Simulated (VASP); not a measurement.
Level of theory: PBE GGA, VASP's PBE PAW potentials (set 64) (plane waves; VASP).

VASP input:

INCAR:
```
# general
SYSTEM   =  AlSr12Ti11O36
PREC     =  Normal
ENCUT    =  400
LREAL    =  Auto
LASPH    =  .TRUE.
ISYM     =  0
NELECT   =  382.0

# electronic loop
EDIFF    =  1E-5
NELM     =  100
NELMIN   =  4
ALGO     =  Fast
LMAXMIX  =  4

# smearing
ISMEAR   =  0
SIGMA    =  0.05

# functional
GGA      =  PE

# ions
IBRION   =  2
NSW      =  120
ISIF     =  2
EDIFFG   =  -0.03

# output
LWAVE    =  .FALSE.
LCHARG   =  .FALSE.
```

**POSCAR**
```
AlSr12Ti11O36
1.0
  7.8921562862   0.0000000000   0.0000000000
  0.0000000000   7.8921562862   0.0000000000
  0.0000000000   0.0000000000  11.8382344293
Sr Ti O Al
12 11 36 1
Cartesian
  0.0662228885   0.0726704589  11.7596052077
  0.0605883190   0.0898013060   3.8745753145
  0.0485884130   0.0785827739   7.7979733048
  0.0682464137   4.0067001403  11.7571635659
  0.0731047588   3.9568143192   3.9109757308
  0.0714562586   4.0212249831   7.7959374481
  4.0032634708   0.0751543557  11.7590193536
  3.9457615208   0.0939717557   3.8865212307
  4.0161517267   0.0863790444   7.8042071533
  3.9974324593   4.0012533892  11.7570287201
  3.9186276096   3.9440719822   3.9249568762
  4.0001318135   4.0133291412   7.8071664408
  2.0454750956   2.0595157499   1.8923489333
  2.0527451368   2.0633778925   9.6952202638
  2.0562304259   5.9963687128   1.8562118360
  2.0359463728   5.9980101503   5.8099574623
  2.0538983506   6.0243926880   9.7397191677
  5.9894671673   2.0686071130   1.8584171700
  5.9635400418   2.0560827408   5.8089460864
  6.0111921459   2.0643498368   9.7433546623
  5.9963452526   6.0003942594   1.8593364208
  5.9802611091   6.0039969112   5.7876447130
  6.0070287391   6.0163192852   9.7495159022
  1.8724151601   7.8475199581   2.0645794674
  7.8500994755   1.8464457200   2.0377147774
  1.9585179586   1.9778063609   0.0498486850
  1.9701019338   0.0161533703   5.9364291610
  0.0099764779   1.9634505649   5.9340396903
  1.9600517257   1.9561263456   4.0176263421
  1.8840339705   7.8689785274   9.9513555843
  7.8704788587   1.8567206761   9.9139309571
  1.9609020298   1.9587282624   7.8380476177
  1.8694723668   3.9108821172   2.0818120100
  7.8500250816   5.7939908192   2.0594960455
  1.9383148806   5.8839025648   0.0315401510
  1.9663296938   3.9090149001   5.9391094841
  7.8728356191   5.8370245723   6.0104974424
  1.9403252945   5.9101513297   3.9868546381
  1.8833036059   3.9013301315   9.9158132032
  7.8619570267   5.8093306495   9.9467997439
  1.9267567735   5.9287492741   7.9115811400
  5.8231573482   7.8450292804   2.0755934790
  3.9142493096   1.8445652125   2.0403925730
  5.8837944628   1.9561992502   0.0314407146
  5.8926313007   7.8763817125   6.0355194213
  3.9217772405   1.9611230031   5.9377511769
  5.8967337951   1.9445971451   3.9844619558
  5.8349757536   7.8576532508   9.9790789796
  3.9000719442   1.8549828509   9.9021700381
  5.9022968640   1.9287023779   7.9219659150
  5.8184067720   3.9012429390   2.0895259764
  3.9012585418   5.7905580572   2.0611696641
  5.8745683514   5.8746068840   0.0422947194
  5.8882476633   3.9300967152   6.0568202666
  3.9315395301   5.8354834307   6.0222117317
  5.8790643684   5.8958445716   3.9925945588
  5.8316408574   3.9016054486   9.9508437097
  3.9011338757   5.8107122835   9.9356944347
  5.8902330220   5.9183503283   7.9377701403
  1.9976534679   2.0049264917   5.8775731447
```

**KPOINTS**
```
Automatic mesh
0
Gamma
1 1 1
0 0 0
```

POTCAR, in this order: Sr_sv Ti O Al (PBE.64 set). Program: vasp_gam.

Output of the run:

File OSZICAR:
```
...
       N       E                     dE             d eps       ncg     rms          rms(c)
DAV:   1    -0.470798169327E+03   -0.59433E-03   -0.37569E-01   504   0.141E+00    0.180E-01
RMM:   2    -0.470801616464E+03   -0.34471E-02   -0.89372E-03   465   0.248E-01    0.937E-01
RMM:   3    -0.470797672008E+03    0.39445E-02   -0.21020E-03   521   0.127E-01    0.172E-01
RMM:   4    -0.470799079975E+03   -0.14080E-02   -0.64068E-04   574   0.699E-02    0.227E-01
RMM:   5    -0.470798889291E+03    0.19068E-03   -0.28081E-04   616   0.376E-02    0.126E-01
RMM:   6    -0.470799105830E+03   -0.21654E-03   -0.23454E-04   574   0.338E-02    0.210E-01
RMM:   7    -0.470798869567E+03    0.23626E-03   -0.15276E-04   551   0.296E-02    0.809E-02
RMM:   8    -0.470798902149E+03   -0.32582E-04   -0.92281E-05   528   0.207E-02    0.554E-02
RMM:   9    -0.470798893287E+03    0.88619E-05   -0.43222E-05   426   0.153E-02
   4 F= -.47079889E+03 E0= -.47076056E+03  d E =-.132332E-02
       N       E                     dE             d eps       ncg     rms          rms(c)
DAV:   1    -0.470796414522E+03    0.24876E-02   -0.18174E+00   496   0.310E+00    0.429E-01
RMM:   2    -0.470823111450E+03   -0.26697E-01   -0.48299E-02   469   0.562E-01    0.252E+00
RMM:   3    -0.470792361784E+03    0.30750E-01   -0.11465E-02   523   0.306E-01    0.609E-01
RMM:   4    -0.470800695621E+03   -0.83338E-02   -0.42982E-03   575   0.179E-01    0.570E-01
RMM:   5    -0.470800133578E+03    0.56204E-03   -0.17055E-03   622   0.991E-02    0.339E-01
RMM:   6    -0.470799967990E+03    0.16559E-03   -0.84191E-04   602   0.715E-02    0.186E-01
RMM:   7    -0.470800506061E+03   -0.53807E-03   -0.91090E-04   616   0.624E-02    0.363E-01
RMM:   8    -0.470799726138E+03    0.77992E-03   -0.44302E-04   595   0.488E-02    0.831E-02
RMM:   9    -0.470799890877E+03   -0.16474E-03   -0.23075E-04   613   0.354E-02    0.210E-02
RMM:  10    -0.470799899141E+03   -0.82634E-05   -0.10981E-04   476   0.187E-02    0.131E-02
RMM:  11    -0.470799903725E+03   -0.45845E-05   -0.66783E-05   418   0.146E-02
   5 F= -.47079990E+03 E0= -.47076173E+03  d E =-.233376E-02
       N       E                     dE             d eps       ncg     rms          rms(c)
DAV:   1    -0.470800201484E+03   -0.30234E-03   -0.22019E-01   488   0.108E+00    0.137E-01
RMM:   2    -0.470802846829E+03   -0.26453E-02   -0.55194E-03   483   0.187E-01    0.821E-01
RMM:   3    -0.470799690584E+03    0.31562E-02   -0.13460E-03   560   0.102E-01    0.181E-01
RMM:   4    -0.470800677891E+03   -0.98731E-03   -0.45781E-04   590   0.624E-02    0.113E-01
RMM:   5    -0.470800666798E+03    0.11093E-04   -0.16560E-04   634   0.314E-02    0.716E-02
RMM:   6    -0.470800770474E+03   -0.10368E-03   -0.14948E-04   608   0.224E-02    0.171E-01
RMM:   7    -0.470800629504E+03    0.14097E-03   -0.10987E-04   559   0.234E-02    0.438E-02
RMM:   8    -0.470800671506E+03   -0.42003E-04   -0.58870E-05   497   0.175E-02    0.528E-02
RMM:   9    -0.470800658235E+03    0.13271E-04   -0.36755E-05   403   0.129E-02    0.840E-03
RMM:  10    -0.470800663837E+03   -0.56017E-05   -0.29873E-05   355   0.928E-03
   6 F= -.47080066E+03 E0= -.47076254E+03  d E =-.760112E-03
       N       E                     dE             d eps       ncg     rms          rms(c)
DAV:   1    -0.470798285240E+03    0.23730E-02   -0.17470E+00   480   0.304E+00    0.393E-01
RMM:   2    -0.470819391595E+03   -0.21106E-01   -0.41739E-02   467   0.522E-01    0.226E+00
RMM:   3    -0.470794392942E+03    0.24999E-01   -0.10503E-02   533   0.288E-01    0.529E-01
RMM:   4    -0.470801734048E+03   -0.73411E-02   -0.35169E-03   576   0.169E-01    0.317E-01
RMM:   5    -0.470801817906E+03   -0.83857E-04   -0.11338E-03   645   0.867E-02    0.260E-01
RMM:   6    -0.470802109956E+03   -0.29205E-03   -0.89112E-04   692   0.556E-02    0.366E-01
RMM:   7    -0.470801854208E+03    0.25575E-03   -0.82181E-04   626   0.645E-02    0.261E-01
RMM:   8    -0.470801548018E+03    0.30619E-03   -0.37611E-04   629   0.439E-02    0.732E-02
RMM:   9    -0.470801627444E+03   -0.79426E-04   -0.21232E-04   636   0.318E-02    0.203E-02
RMM:  10    -0.470801635597E+03   -0.81533E-05   -0.11240E-04   483   0.186E-02    0.112E-02
RMM:  11    -0.470801640414E+03   -0.48167E-05   -0.65595E-05   433   0.148E-02
   7 F= -.47080164E+03 E0= -.47076365E+03  d E =-.173669E-02
       N       E                     dE             d eps       ncg     rms          rms(c)
DAV:   1    -0.470801385337E+03    0.25026E-03   -0.12048E-01   488   0.799E-01    0.102E-01
RMM:   2    -0.470802830068E+03   -0.14447E-02   -0.30990E-03   500   0.138E-01    0.603E-01
RMM:   3    -0.470801120559E+03    0.17095E-02   -0.74330E-04   565   0.752E-02    0.132E-01
RMM:   4    -0.470801660758E+03   -0.54020E-03   -0.26824E-04   593   0.467E-02    0.864E-02
RMM:   5    -0.470801661825E+03   -0.10672E-05   -0.10929E-04   598   0.240E-02    0.731E-02
RMM:   6    -0.470801670551E+03   -0.87262E-05   -0.72241E-05   503   0.168E-02
   8 F= -.47080167E+03 E0= -.47076356E+03  d E =-.176683E-02
       N       E                     dE             d eps       ncg     rms          rms(c)
DAV:   1    -0.470801794811E+03   -0.13299E-03   -0.34814E-01   480   0.136E+00    0.162E-01
RMM:   2    -0.470803395502E+03   -0.16007E-02   -0.82757E-03   467   0.241E-01    0.512E-01
RMM:   3    -0.470802338111E+03    0.10574E-02   -0.18320E-03   584   0.107E-01    0.194E-01
RMM:   4    -0.470802701761E+03   -0.36365E-03   -0.53668E-04   643   0.565E-02    0.250E-01
RMM:   5    -0.470802505974E+03    0.19579E-03   -0.23253E-04   629   0.388E-02    0.143E-01
RMM:   6    -0.470802593506E+03   -0.87532E-04   -0.21562E-04   616   0.302E-02    0.171E-01
RMM:   7    -0.470802630320E+03   -0.36814E-04   -0.28512E-04   629   0.331E-02    0.190E-01
RMM:   8    -0.470802446989E+03    0.18333E-03   -0.16746E-04   577   0.297E-02    0.398E-02
RMM:   9    -0.470802495802E+03   -0.48813E-04   -0.61348E-05   494   0.196E-02    0.115E-02
RMM:  10    -0.470802498079E+03   -0.22769E-05   -0.32173E-05   370   0.106E-02
   9 F= -.47080250E+03 E0= -.47076455E+03  d E =-.827528E-03
       N       E                     dE             d eps       ncg     rms          rms(c)
DAV:   1    -0.470802081302E+03    0.41450E-03   -0.34343E-01   480   0.135E+00    0.156E-01
RMM:   2    -0.470803478685E+03   -0.13974E-02   -0.81766E-03   469   0.239E-01    0.447E-01
RMM:   3    -0.470802719571E+03    0.75911E-03   -0.17977E-03   579   0.104E-01    0.181E-01
RMM:   4    -0.470802997756E+03   -0.27818E-03   -0.51831E-04   646   0.541E-02    0.252E-01
RMM:   5    -0.470802805455E+03    0.19230E-03   -0.22691E-04   620   0.386E-02    0.142E-01
RMM:   6    -0.470802858938E+03   -0.53483E-04   -0.18998E-04   597   0.305E-02    0.120E-01
RMM:   7    -0.470802788994E+03    0.69945E-04   -0.14173E-04   566   0.276E-02    0.388E-02
RMM:   8    -0.470802807273E+03   -0.18280E-04   -0.77356E-05   525   0.192E-02    0.298E-02
RMM:   9    -0.470802806381E+03    0.89242E-06   -0.36796E-05   396   0.118E-02
  10 F= -.47080281E+03 E0= -.47076484E+03  d E =-.113583E-02
       N       E                     dE             d eps       ncg     rms          rms(c)
DAV:   1    -0.470803120354E+03   -0.31308E-03   -0.17757E-01   480   0.974E-01    0.127E-01
RMM:   2    -0.470805431128E+03   -0.23108E-02   -0.45859E-03   469   0.174E-01    0.713E-01
RMM:   3    -0.470802839679E+03    0.25914E-02   -0.10713E-03   549   0.914E-02    0.140E-01
RMM:   4    -0.470803613635E+03   -0.77396E-03   -0.37967E-04   576   0.521E-02    0.185E-01
RMM:   5    -0.470803469896E+03    0.14374E-03   -0.14433E-04   589   0.291E-02    0.624E-02
RMM:   6    -0.470803547489E+03   -0.77593E-04   -0.12127E-04   568   0.221E-02    0.103E-01
RMM:   7    -0.470803495774E+03    0.51715E-04   -0.75121E-05   506   0.199E-02    0.626E-02
RMM:   8    -0.470803495774E+03   -0.60390E-09   -0.45182E-05   434   0.148E-02
  11 F= -.47080350E+03 E0= -.47076550E+03  d E =-.689393E-03
```

OUTCAR:
```
------------------------ aborting loop because EDIFF is reached ----------------------------------------
  FORCE on cell =-STRESS in cart. coord.  units (eV):
  Direction    XX          YY          ZZ          XY          YZ          ZX
  --------------------------------------------------------------------------------------
  Total      -23.7925573    -21.9348573     -0.7183666      1.0630873     -3.1517415     -2.8386349
  in kB      -51.6979612    -47.6614342     -1.5609121      2.3099429     -6.8483017     -6.1679641
  external PRESSURE =     -33.6401025 kB  Pullay stress =       0.0000000 kB
  volume of cell :      737.36
      direct lattice vectors                 reciprocal lattice vectors
     7.892156286  0.000000000  0.000000000     0.126708084  0.000000000  0.000000000
     0.000000000  7.892156286  0.000000000     0.000000000  0.126708084  0.000000000
     0.000000000  0.000000000 11.838234429     0.000000000  0.000000000  0.084472056
 POSITION                                       TOTAL-FORCE (eV/Angst)
 -----------------------------------------------------------------------------------
      0.05898      0.07238     11.76485         0.024398      0.001546      0.005025
      0.07432      0.08010      3.85862        -0.004663     -0.006648      0.019821
      0.05377      0.06274      7.80273         0.015529      0.010854     -0.005993
      0.06772      4.00594     11.75395         0.008458     -0.018900      0.012178
      0.08365      3.96446      3.89655        -0.000953     -0.017001      0.015360
      0.07146      4.02052      7.79944         0.020423     -0.008247      0.000333
      3.99651      0.07577     11.75741         0.002577      0.004153      0.011392
      3.95458      0.08968      3.88743         0.009171     -0.006694      0.020980
      4.01711      0.07759      7.80166         0.000932      0.007571     -0.002275
      3.99050      4.00124     11.74810         0.012783     -0.021367      0.009852
      3.93531      3.94656      3.93559        -0.008031     -0.020334     -0.002188
      4.00161      4.00576      7.80738         0.003013      0.000069     -0.004906
      2.04914      2.05686      1.89215         0.002672      0.014278      0.014914
      2.05559      2.05893      9.69349        -0.004810      0.004266      0.005832
      2.06069      5.99309      1.85713         0.002625     -0.006570     -0.002398
      2.04232      5.99502      5.81011         0.003479     -0.012760     -0.001321
      2.05749      6.02078      9.74233        -0.000193      0.008132     -0.018752
      5.98852      2.06818      1.85852         0.007402      0.002323     -0.002808
      5.98297      2.04908      5.80776         0.005885     -0.005183      0.009337
      6.01545      2.06237      9.74244        -0.011280     -0.006542     -0.007397
      5.99467      5.99849      1.85932        -0.003215      0.000311     -0.015947
      5.98957      6.00005      5.78785         0.005730     -0.001989     -0.008317
      6.00952      6.01434      9.75324        -0.006406     -0.004135     -0.026333
      1.86084      7.84759      2.04931         0.002834      0.008839     -0.007945
      7.84830      1.84690      2.04499        -0.005092      0.024343     -0.013197
      1.96028      1.97924      0.05127         0.015649     -0.008703      0.011934
      1.96632      0.01610      5.93857        -0.002038      0.004641      0.000249
      0.01424      1.95988      5.93812         0.002380      0.010383     -0.003212
      1.95996      1.95879      4.01598        -0.008807     -0.012035      0.003101
      1.88203      7.86954      9.95086        -0.017825      0.008523     -0.000737
      7.87089      1.86788      9.93016         0.002590      0.000222      0.001610
      1.96117      1.95880      7.83907        -0.001490     -0.007402      0.011211
      1.85688      3.91484      2.07437         0.002557      0.012480     -0.017759
      7.84673      5.80703      2.06607        -0.002262      0.007350     -0.008752
      1.94150      5.88372      0.03240         0.012062     -0.015129     -0.009195
      1.96830      3.91145      5.93989        -0.014271     -0.003313      0.000029
      7.87239      5.83788      6.01257        -0.000992      0.017509      0.008332
      1.93684      5.91456      3.98615         0.003181     -0.002282      0.003188
      1.88211      3.90061      9.91623        -0.014910      0.008586     -0.008680
      7.86147      5.81010      9.95249        -0.011553      0.010485      0.004818
      1.92470      5.92814      7.91532        -0.011977      0.000112      0.008978
      5.81987      7.84756      2.06779        -0.008037      0.005155     -0.005026
      3.91347      1.84316      2.05479         0.012101      0.016624     -0.011941
      5.88534      1.96099      0.03210        -0.002872     -0.008315      0.011509
      5.86033      7.87513      6.02392        -0.008146     -0.003730     -0.001728
      3.91573      1.96251      5.93742        -0.005849      0.001166     -0.004590
      5.90576      1.94162      3.98417        -0.002370     -0.010050      0.012061
      5.82559      7.86064      9.97512        -0.002412      0.006426     -0.008928
      3.90147      1.86717      9.91591        -0.005754     -0.002073     -0.016283
      5.91203      1.92559      7.91847         0.006442     -0.010371      0.005919
      5.81205      3.90373      2.09172        -0.003929      0.018291     -0.009608
      3.90233      5.80219      2.07344        -0.001039      0.003347      0.002842
      5.87434      5.87655      0.03931        -0.002726     -0.023111      0.005148
      5.86457      3.92759      6.04179        -0.023387     -0.000655     -0.001756
      3.92772      5.84334      6.02764        -0.001048     -0.001430      0.007820
      5.88058      5.89527      3.99151         0.007635     -0.000310      0.012414
      5.82069      3.90296      9.94159         0.007603      0.012022     -0.012543
      3.90201      5.80982      9.93657        -0.007814      0.017121     -0.008945
      5.90029      5.91886      7.93650         0.007706     -0.007069      0.013366
      2.00045      2.00271      5.87612        -0.001666      0.005218     -0.000094
 -----------------------------------------------------------------------------------
    total drift:                                0.074062      0.043897      0.060610
  FREE ENERGIE OF THE ION-ELECTRON SYSTEM (eV)
  ---------------------------------------------------
  free  energy   TOTEN  =      -470.8034957742 eV

  energy  without entropy=     -470.7275026879  energy(sigma->0) =     -470.76549923

 reached required accuracy - stopping structural energy minimisation
```
(Selected blocks of OUTCAR.)

### CONTCAR
```
AlSr12Ti11O36
   1.00000000000000
     7.8921562861999996    0.0000000000000000    0.0000000000000000
     0.0000000000000000    7.8921562861999996    0.0000000000000000
     0.0000000000000000    0.0000000000000000   11.8382344292999999
  Sr              Ti              O               Al
    12    11    36     1
Direct
     0.0074736630686408    0.0091705186868311    0.9938012127251098
     0.0094167541458966    0.0101496522725495    0.3259458013075326
     0.0068126765678001    0.0079501867880378    0.6591129357989319
     0.0085802910125406    0.5075850054888845    0.9928806535451695
     0.0105997248720667    0.5023291976597393    0.3291497226361253
     0.0090545115249201    0.5094317952680462    0.6588348380096548
     0.5063906563046098    0.0096007064918733    0.9931729464914019
     0.5010768205542367    0.0113633139637863    0.3283787860425383
     0.5090002550464799    0.0098315842220297    0.6590226188345865
     0.5056285636417174    0.5069890928527631    0.9923863580588619
     0.4986360002766976    0.5000608802283513    0.3324472911061796
     0.5070362308036291    0.5075619749541596    0.6595056870304634
     0.2596425625299600    0.2606204779600231    0.1598334579091149
     0.2604598874688536    0.2608831016832840    0.8188288020267419
     0.2611066301013682    0.7593729324295895    0.1568756567585224
     0.2587781710861083    0.7596169949139263    0.4907922222173652
     0.2607008893888504    0.7628814329652861    0.8229548194175834
     0.7587934039113411    0.2620547742950007    0.1569931571596876
     0.7580905129709410    0.2596351526221128    0.4905931082348403
     0.7622063465613501    0.2613188620797279    0.8229642025638922
     0.7595729957392370    0.7600574031331835    0.1570603345500310
     0.7589273139747851    0.7602546018161203    0.4889115898700783
     0.7614552314182257    0.7620648824398830    0.8238759758866246
     0.2357840441432205    0.9943530156904371    0.1731097880643529
     0.9944434689070780    0.2340168873849780    0.1727445919825100
     0.2483829958836078    0.2507851630445591    0.0043307876034059
     0.2491487132626659    0.0020403348490093    0.5016430423399627
     0.0018042793388797    0.2483326615014607    0.5016049245543327
     0.2483422967966022    0.2481946195166499    0.3392378550524376
     0.2384683344629118    0.9971340308485398    0.8405696957740869
     0.9973053450151792    0.2366758481337862    0.8388210600424491
     0.2484960328205393    0.2481960406981312    0.6621822107886791
     0.2352822777672608    0.4960414753188733    0.1752260375586816
     0.9942435746499891    0.7357980987204430    0.1745255466142964
     0.2460033259347941    0.7455148732848510    0.0027366339835133
     0.2493996684538833    0.4956117176123523    0.5017551008951034
     0.9974958903151454    0.7397064401302905    0.5078938526574683
     0.2454130509054147    0.7494223381454332    0.3367181688910265
     0.2384784545832407    0.4942384279878547    0.8376440020487561
     0.9961112111410108    0.7361864489480302    0.8407073074571328
     0.2438751149481393    0.7511426517886945    0.6686231371027793
     0.7374251244014471    0.9943491325917556    0.1746705006316989
     0.4958685368755485    0.2335438884125503    0.1735723635411796
     0.7457199602553342    0.2484737793457495    0.0027116122481279
     0.7425511995642355    0.9978422978530417    0.5088528196484481
     0.4961546692955999    0.2486655917964446    0.5015457935921918
     0.7483080489532843    0.2460189271613694    0.3365509241200024
     0.7381488475853839    0.9960071459536266    0.8426191197715258
     0.4943480592254398    0.2365849749810201    0.8376169735471612
     0.7491019220680437    0.2439874202106565    0.6688897455345925
     0.7364338443593496    0.4946345929851819    0.1766921406464163
     0.4944573201405749    0.7351838182770470    0.1751479784876059
     0.7443264053105516    0.7446066458511380    0.0033202536729909
     0.7430889906626374    0.4976578593808911    0.5103624722605342
     0.4976736302732561    0.7403986045912542    0.5091669865158468
     0.7451167977721945    0.7469782156448505    0.3371714734343162
     0.7375281124176034    0.4945360512208429    0.8397862712220264
     0.4944164624603787    0.7361513666936211    0.8393623801173791
     0.7476150067567248    0.7499673972602895    0.6704120754078007
     0.2534728890226032    0.2537596910690804    0.4963681941081560
```

At this cut-off the stress carries a Pulay error, which pulls relaxed volumes low. The cell is charged, with a uniform compensating background. The supercell is sampled at Γ alone, which is coarse: total energies, pressure and levels can be off, energies of defects by several tenths of an eV.

The cell is a supercell with a defect, built from SrTiO3 (cubic perovskite, the ideal cubic form; the compound distorts at low or room temperature): Al_Ti, charge +1. The run is not spin-polarised, so no state with unpaired spins was tried.
